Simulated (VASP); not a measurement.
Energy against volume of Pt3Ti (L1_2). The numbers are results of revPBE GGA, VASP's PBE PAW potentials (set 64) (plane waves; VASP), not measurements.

```tsv
V (Å³/atom)	E (eV/atom)
14.632	-6.86473
15.099	-6.89872
15.566	-6.90925
16.033	-6.90020
16.500	-6.87483
```

### Question
Fit a third-order Birch-Murnaghan equation of state.

### Answer

- volume per atom: 15.57 Å³/atom
- bulk modulus: 2230 kbar
- pressure derivative of the bulk modulus: 5.05
- lattice constant a: 3.964 Å

Measured: a 3.916 Å (computed value off by +1.2 %), as given by Molecular Dynamics Simulations of PtTi High-Temperature Shape Memory Alloys Based on a Modified Embedded-Atom Method …. The calculation is for a static lattice, while the measured a holds thermal and zero-point effects, which are part of the difference.

The compound is Pt3Ti in the L1_2 structure. It was relaxed first.
